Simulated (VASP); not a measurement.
# SrTiO3 (Pm-3m) in VASP: notebook

The runs below take SrTiO3 through dielectric tensor, band structure, with PBE, LDA.

All numbers are computed with VASP 6.6.1; they aren't measurements. Logs are shortened: lines on timing, memory, paths and dates and some standing lists are left out, and cuts for length are marked.

### Step 1. Starting point

It takes space group Pm-3m (No. 221, cubic). Conventional cell: a = 3.940 Å, b = 3.940 Å, c = 3.940 Å, α = 90.00°, β = 90.00°, γ = 90.00°. Around Sr (site symmetry m-3m) lie 12 O at 2.79 Å. Ti (site symmetry m-3m) is surrounded by 6 O at 1.97 Å. O (site symmetry 4/mmm) has 2 Ti at 1.97 Å as nearest neighbours.

The cell is a database's computed one.

### Step 2. Dielectric tensor, PBE

The input, INCAR:

```
PREC     = Accurate       # precision mode
ENCUT    = 450            # plane-wave cutoff, eV
EDIFF    = 1E-8           # SCF threshold, eV
ISMEAR   = 0              # smearing method
SIGMA    = 0.02           # smearing width, eV
LREAL    = F              # projectors in reciprocal space
LASPH    = T              # aspherical terms in the spheres
NELM     = 120            # most SCF steps
ALGO     = Normal         # electronic algorithm
ISIF     = 2              # what is computed and relaxed
LWAVE    = F              # write WAVECAR
LCHARG   = F              # write CHGCAR
GGA      = PE             # functional
LEPSILON = T              # dielectric tensor by DFPT
IBRION   = 8              # ionic algorithm
KPAR     = 4
```

The input, KPOINTS:

```
regular mesh
0
Gamma
  9 9 9
```

The input, POSCAR:

```
SrTiO3                                  
1.0
    3.9398812846      0.0000000000      0.0000000000
    0.0000000000      3.9398812846      0.0000000000
    0.0000000000      0.0000000000      3.9398812846
  Sr              Ti              O             
     1     1     3
Direct
     0.0000000000000000    0.0000000000000000    0.0000000000000000
     0.5000000000000000    0.5000000000000000    0.5000000000000000
     0.5000000000000000    0.0000000000000000    0.5000000000000000
     0.5000000000000000    0.5000000000000000    0.0000000000000000
     0.0000000000000000    0.5000000000000000    0.5000000000000000
```

Potentials or basis: VASP PAW PBE potentials, release 64 (Sr_sv, Ti_sv, O).

Launch:

```console
$ cat potpaw_PBE.64/Sr_sv/POTCAR potpaw_PBE.64/Ti_sv/POTCAR potpaw_PBE.64/O/POTCAR > POTCAR
$ mpirun -np 4 vasp_std > vasp.out
```

OUTCAR:

```text
PREC = Accurate
   ENCUT = 450
   EDIFF = 1E-8
   ISMEAR = 0
   LREAL = F
   LASPH = T
   NELM = 120
   ISIF = 2
   GGA = PE
   LEPSILON = T
   IBRION = 8

 ion  position               nearest neighbor table
   1  0.000  0.000  0.000-   3 2.79   4 2.79   5 2.79   3 2.79   5 2.79   4 2.79   5 2.79   5 2.79
                             3 2.79   4 2.79   3 2.79   4 2.79   2 3.41   2 3.41   2 3.41   2 3.41
   2  0.500  0.500  0.500-   3 1.97   4 1.97   5 1.97   4 1.97   3 1.97   5 1.97   1 3.41   1 3.41
                             1 3.41   1 3.41   1 3.41   1 3.41   1 3.41   1 3.41
   3  0.500  0.000  0.500-   2 1.97   2 1.97   1 2.79   1 2.79   1 2.79   1 2.79
   4  0.500  0.500  0.000-   2 1.97   2 1.97   1 2.79   1 2.79   1 2.79   1 2.79
   5  0.000  0.500  0.500-   2 1.97   2 1.97   1 2.79   1 2.79   1 2.79   1 2.79

  LATTYP: Found a simple cubic cell.
 ALAT       =     3.9398812846

  Lattice vectors:

 A1 = (   3.9398812846,   0.0000000000,   0.0000000000)
 A2 = (   0.0000000000,   3.9398812846,   0.0000000000)
 A3 = (   0.0000000000,   0.0000000000,   3.9398812846)

Analysis of symmetry for initial positions (statically):
=====================================================================
 Subroutine PRICEL returns:
 Original cell was already a primitive cell.

 Routine SETGRP: Setting up the symmetry group for a
 simple cubic supercell.

 Subroutine GETGRP returns: Found 48 space group operations
 (whereof 48 operations were pure point group operations)
 out of a pool of 48 trial point group operations.

The static configuration has the point symmetry O_h .

Analysis of symmetry for dynamics (positions and initial velocities):
=====================================================================
 Subroutine PRICEL returns:
 Original cell was already a primitive cell.

 Routine SETGRP: Setting up the symmetry group for a
 simple cubic supercell.

 Subroutine GETGRP returns: Found 48 space group operations
 (whereof 48 operations were pure point group operations)
 out of a pool of 48 trial point group operations.

The dynamic configuration has the point symmetry O_h .

 Subroutine INISYM returns: Found 48 space group operations
 (whereof 48 operations are pure point group operations),
 and found     1 'primitive' translations

----------------------------------------------------------------------------------------

                                     Primitive cell

  volume of cell :      61.1575

  direct lattice vectors                    reciprocal lattice vectors
     3.939881285  0.000000000  0.000000000     0.253814754  0.000000000  0.000000000
     0.000000000  3.939881285  0.000000000     0.000000000  0.253814754  0.000000000
     0.000000000  0.000000000  3.939881285     0.000000000  0.000000000  0.253814754

  length of vectors
     3.939881285  3.939881285  3.939881285     0.253814754  0.253814754  0.253814754

  position of ions in fractional coordinates (direct lattice)
     0.000000000  0.000000000  0.000000000
     0.500000000  0.500000000  0.500000000
     0.500000000  0.000000000  0.500000000
     0.500000000  0.500000000  0.000000000
[... 871 lines left out ...]
    -0.00782  0.00000  0.00000
     0.00000  0.00667  0.00000
     0.00000 -0.00000 -0.00782

 MACROSCOPIC STATIC DIELECTRIC TENSOR (including local field effects in DFT)
 ------------------------------------------------------
           6.328615     0.000000    -0.000000
           0.000000     6.328615     0.000000
           0.000000     0.000000     6.328615
 ------------------------------------------------------

 PIEZOELECTRIC TENSOR (including local field effects)  for field in x, y, z        (e  Angst)
          XX          YY          ZZ          XY          YZ          ZX
  --------------------------------------------------------------------------------
  x     0.00000     0.00000     0.00000     0.00000     0.00000     0.00000
  y     0.00000     0.00000     0.00000     0.00000     0.00000     0.00000
  z     0.00000     0.00000     0.00000     0.00000     0.00000     0.00000

 PIEZOELECTRIC TENSOR (including local field effects)  for field in x, y, z        (C/m^2)
          XX          YY          ZZ          XY          YZ          ZX
  --------------------------------------------------------------------------------
  x     0.00000     0.00000     0.00000     0.00000     0.00000     0.00000
  y     0.00000     0.00000     0.00000     0.00000     0.00000     0.00000
  z     0.00000     0.00000     0.00000     0.00000     0.00000     0.00000

 BORN EFFECTIVE CHARGES (including local field effects) (in |e|, cummulative output)
 ---------------------------------------------------------------------------------
 ion    1
    1     2.54479     0.00000    -0.00000
    2     0.00000     2.54479    -0.00000
    3    -0.00000    -0.00000     2.54479
 ion    2
    1     7.37165     0.00000     0.00000
    2    -0.00000     7.37165     0.00000
    3     0.00000     0.00000     7.37165
 ion    3
    1    -2.02252    -0.00000     0.00000
    2    -0.00000    -5.87140     0.00000
    3     0.00000     0.00000    -2.02252
 ion    4
    1    -2.02252     0.00000    -0.00000
    2    -0.00000    -2.02252    -0.00000
    3    -0.00000    -0.00000    -5.87140
 ion    5
    1    -5.87140    -0.00000    -0.00000
    2     0.00000    -2.02252    -0.00000
    3     0.00000     0.00000    -2.02252

 INTERNAL STRAIN TENSOR FOR ION    5 for displacements in x,y,z  (eV/Angst):
          X           Y           Z          XY          YZ          ZX
  --------------------------------------------------------------------------------
  x     0.00000     0.00000     0.00000     0.00000     0.00000     0.00000
  y     0.00000     0.00000     0.00000     0.00000     0.00000     0.00000
  z     0.00000     0.00000     0.00000     0.00000     0.00000     0.00000

 SECOND DERIVATIVES (NOT SYMMETRIZED)
 ------------------------------------
               1X          1Y          1Z          2X          2Y          2Z          3X          3Y          3Z          4X          4Y          4Z          5X          5Y          5Z
  1X    -3.324587   -0.000000    0.000000    2.830163   -0.000000    0.000000   -0.315333    0.000000   -0.000000   -0.315333    0.000000    0.000000    1.125091   -0.000000    0.000000
  1Y     0.000000   -3.324587   -0.000000   -0.000000    2.830163    0.000000    0.000000    1.125091   -0.000000    0.000000   -0.315333    0.000000    0.000000   -0.315333   -0.000000
  1Z     0.000000    0.000000   -3.324587    0.000000    0.000000    2.830163    0.000000    0.000000   -0.315333    0.000000    0.000000    1.125091    0.000000    0.000000   -0.315333
  2X     2.805360   -0.000000    0.000000   -0.752539   -0.000000    0.000000   -0.012843   -0.000000    0.000000   -0.012843   -0.000000    0.000000   -2.027136   -0.000000    0.000000
  2Y    -0.000000    2.805360    0.000000   -0.000000   -0.752539    0.000000   -0.000000   -2.027136    0.000000   -0.000000   -0.012843    0.000000    0.000000   -0.012843    0.000000
  2Z    -0.000000   -0.000000    2.805360   -0.000000   -0.000000   -0.752539   -0.000000   -0.000000   -0.012843   -0.000000   -0.000000   -2.027136   -0.000000   -0.000000   -0.012843
  3X    -0.306836    0.000000    0.000000    0.007746    0.000000    0.000000   -4.128996    0.000000    0.000000   -0.891426    0.000000    0.000000    5.319512    0.000000    0.000000
  3Y     0.000000    1.120571    0.000000    0.000000   -2.000037    0.000000   -0.000000   -9.754390    0.000000    0.000000    5.316929    0.000000    0.000000    5.316929    0.000000
  3Z     0.000000    0.000000   -0.306836    0.000000    0.000000    0.007746    0.000000    0.000000   -4.128996    0.000000    0.000000    5.319512    0.000000    0.000000   -0.891426
  4X    -0.306836    0.000000    0.000000    0.007746    0.000000    0.000000   -0.891426    0.000000    0.000000   -4.128996    0.000000    0.000000    5.319512    0.000000    0.000000
  4Y     0.000000   -0.306836    0.000000    0.000000    0.007746    0.000000    0.000000    5.319512    0.000000    0.000000   -4.128996    0.000000    0.000000   -0.891426    0.000000
  4Z     0.000000   -0.000000    1.120571   -0.000000    0.000000   -2.000037   -0.000000   -0.000000    5.316929    0.000000    0.000000   -9.754390    0.000000    0.000000    5.316929
  5X     1.120571    0.000000    0.000000   -2.000037    0.000000    0.000000    5.316929    0.000000    0.000000    5.316929   -0.000000    0.000000   -9.754390   -0.000000    0.000000
  5Y     0.000000   -0.306836    0.000000    0.000000    0.007746    0.000000    0.000000    5.319512    0.000000    0.000000   -0.891426    0.000000    0.000000   -4.128996    0.000000
  5Z     0.000000    0.000000   -0.306836    0.000000    0.000000    0.007746    0.000000    0.000000   -0.891426    0.000000    0.000000    5.319512    0.000000    0.000000   -4.128996

 Eigenvectors and eigenvalues of the dynamical matrix
 ----------------------------------------------------

   1 f  =   15.312670 THz    96.212341 2PiTHz  510.775681 cm-1    63.328085 meV
             X         Y         Z           dx          dy          dz
      0.000000  0.000000  0.000000    -0.035766   -0.008351   -0.000000
      1.969941  1.969941  1.969941     0.062072    0.014494    0.000000
      1.969941  0.000000  1.969941    -0.404498    0.183249    0.000000
      1.969941  1.969941  0.000000    -0.404498   -0.094448    0.000000
      0.000000  1.969941  1.969941     0.784812   -0.094448   -0.000000
[... 105 lines left out ...]
  15 f/i=    3.841333 THz    24.135808 2PiTHz  128.133083 cm-1    15.886470 meV
             X         Y         Z           dx          dy          dz
      0.000000  0.000000  0.000000    -0.000322   -0.001805   -0.178904
      1.969941  1.969941  1.969941    -0.001037   -0.005809   -0.575659
      1.969941  0.000000  1.969941     0.000798    0.004985    0.442980
      1.969941  1.969941  0.000000     0.000798    0.004470    0.494007
      0.000000  1.969941  1.969941     0.000890    0.004470    0.442980

--------------------------------------------------------------------------------------------------------

 MACROSCOPIC STATIC DIELECTRIC TENSOR IONIC CONTRIBUTION
 ------------------------------------------------------
           2.265678     0.000000    -0.000000
           0.000000     2.265678    -0.000000
          -0.000000    -0.000000     2.265678
 ------------------------------------------------------

 ELASTIC MODULI CONTR FROM IONIC RELAXATION (kBar)
 Direction    XX          YY          ZZ          XY          YZ          ZX
 --------------------------------------------------------------------------------
 XX           0.0000      0.0000      0.0000      0.0000      0.0000      0.0000
 YY           0.0000      0.0000      0.0000      0.0000      0.0000      0.0000
 ZZ           0.0000      0.0000      0.0000      0.0000      0.0000      0.0000
 XY           0.0000      0.0000      0.0000      0.0000      0.0000      0.0000
 YZ           0.0000      0.0000      0.0000      0.0000      0.0000      0.0000
 ZX           0.0000      0.0000      0.0000      0.0000      0.0000      0.0000
 --------------------------------------------------------------------------------

 PIEZOELECTRIC TENSOR IONIC CONTR  for field in x, y, z        (C/m^2)
          XX          YY          ZZ          XY          YZ          ZX
  --------------------------------------------------------------------------------
  x     0.00000     0.00000     0.00000     0.00000     0.00000     0.00000
  y     0.00000     0.00000     0.00000     0.00000     0.00000     0.00000
  z     0.00000     0.00000     0.00000     0.00000     0.00000     0.00000
```

It took 11 min on 4 MPI ranks of AMD EPYC 9R45 (Zen 5), shared host; peak memory 0.57 GiB.

What came out:

* Band gap on the k mesh: 1.85 eV, indirect (least direct gap 2.18 eV)
* Electronic dielectric tensor (diagonal): 6.33
* Born charges (mean of the diagonal): Sr +2.54; Ti +7.37; O -3.31 e
* Highest phonon frequency at Γ, LO-TO splitting left out: 511 cm⁻¹
* Most unstable mode: 128i cm⁻¹

Levels at points of the mesh, in eV from the valence-band top:
```tsv
k point	band 17	band 18	band 19	band 20	band 21	band 22	band 23	band 24
(0.00, 0.00, 0.00)	-1.09	-0.33	-0.33	-0.33	1.85	1.85	1.85	4.16
```

Phonon frequencies in cm⁻¹ (negative: imaginary):
| q point | frequencies |
| --- | --- |
| (0.000, 0.000, 0.000) | -128 -128 -128 1 1 1 146 146 146 235 235 235 511 511 511 |

Electronic dielectric tensor:
```
6.33 0.00 0.00
0.00 6.33 0.00
0.00 0.00 6.33
```

Born effective charge tensors (e):
atom 1, Sr
```
2.54 0.00 0.00
0.00 2.54 0.00
0.00 0.00 2.54
```
atom 2, Ti
```
7.37 0.00 0.00
0.00 7.37 0.00
0.00 0.00 7.37
```
atom 3, O
```
-2.02  0.00  0.00
 0.00 -5.87  0.00
 0.00  0.00 -2.02
```
atom 4, O
```
-2.02  0.00  0.00
 0.00 -2.02  0.00
 0.00  0.00 -5.87
```
atom 5, O
```
-5.87  0.00  0.00
 0.00 -2.02  0.00
 0.00  0.00 -2.02
```

Caveat: some modes are imaginary; an odd mesh through Γ misses points on the zone boundary, where band edges often lie.

### Step 3. Band structure, LDA

POSCAR is that of step 2.

The input, INCAR.step1:

```
SYSTEM = SrTiO3
PREC = Accurate
ENCUT = 450
EDIFF = 1E-6
ISMEAR = 0
SIGMA = 0.02
LREAL = .FALSE.
LASPH = .TRUE.
NELM = 120
ALGO = Normal
ISIF = 2
LWAVE = .FALSE.
LCHARG = .TRUE.
LMAXMIX = 4
NBANDS = 28
KPAR = 4
```

The input, KPOINTS.step1:

```
Automatic mesh
0
G
  10 10 10
  0 0 0
```

The input, INCAR.step2:

```
SYSTEM = SrTiO3
PREC = Accurate
ENCUT = 450
EDIFF = 1E-6
ISMEAR = 0
SIGMA = 0.05
LREAL = .FALSE.
LASPH = .TRUE.
NELM = 120
ALGO = Normal
ISIF = 2
LWAVE = .FALSE.
LCHARG = .FALSE.
LMAXMIX = 4
NBANDS = 28
KPAR = 4
ICHARG = 11
```

The input, KPOINTS.step2:

```
path GXMGRX,MR
10
line-mode
reciprocal
 0.0000000000  0.0000000000  0.0000000000  G
 0.0000000000  0.5000000000  0.0000000000  X

 0.0000000000  0.5000000000  0.0000000000  X
 0.5000000000  0.5000000000  0.0000000000  M

 0.5000000000  0.5000000000  0.0000000000  M
 0.0000000000  0.0000000000  0.0000000000  G

 0.0000000000  0.0000000000  0.0000000000  G
 0.5000000000  0.5000000000  0.5000000000  R

 0.5000000000  0.5000000000  0.5000000000  R
 0.0000000000  0.5000000000  0.0000000000  X

 0.5000000000  0.5000000000  0.0000000000  M
 0.5000000000  0.5000000000  0.5000000000  R
```

Potentials or basis: VASP PAW LDA potentials, release 64 (Sr_sv, Ti_sv, O).

Launch:

```console
$ cat potpaw_LDA.64/Sr_sv/POTCAR potpaw_LDA.64/Ti_sv/POTCAR potpaw_LDA.64/O/POTCAR > POTCAR
$ cp INCAR.step1 INCAR
$ cp KPOINTS.step1 KPOINTS
$ mpirun -np 4 vasp_std > vasp.out
$ cp INCAR.step2 INCAR
$ cp KPOINTS.step2 KPOINTS
$ mpirun -np 4 vasp_std > vasp.out
```

Run time: 21 s. Hardware: 4 MPI ranks of AMD EPYC 9R45 (Zen 5), shared host; peak memory 0.17 GiB.

Results (log left out):

* Band gap on the k mesh: 1.71 eV, indirect (least direct gap 2.08 eV)
* Band gap along the path: 1.71 eV, indirect (least direct gap 2.08 eV)

Levels at the corners of the path, in eV from the valence-band top:
| point | band 18 | band 19 | band 20 | band 21 | band 22 | band 23 |
| --- | --- | --- | --- | --- | --- | --- |
| Γ | -0.37 | -0.37 | -0.37 | 1.71 | 1.71 | 1.71 |
| X | -1.96 | -0.74 | -0.74 | 1.87 | 3.61 | 3.61 |
| X | -1.96 | -0.74 | -0.74 | 1.87 | 3.61 | 3.61 |
| M | -1.56 | -1.56 | -0.09 | 3.61 | 3.61 | 4.05 |
| M | -1.56 | -1.56 | -0.09 | 3.61 | 3.61 | 4.05 |
| Γ | -0.37 | -0.37 | -0.37 | 1.71 | 1.71 | 1.71 |
| Γ | -0.37 | -0.37 | -0.37 | 1.71 | 1.71 | 1.71 |
| R | 0.00 | 0.00 | 0.00 | 4.27 | 4.27 | 4.27 |
| R | 0.00 | 0.00 | 0.00 | 4.27 | 4.27 | 4.27 |
| X | -1.96 | -0.74 | -0.74 | 1.87 | 3.61 | 3.61 |
| M | -1.56 | -1.56 | -0.09 | 3.61 | 3.61 | 4.05 |
| R | 0.00 | 0.00 | 0.00 | 4.27 | 4.27 | 4.27 |

Caveat: the log is that of the step along the path at fixed density, whose energy, stress, charges and moments have no meaning.
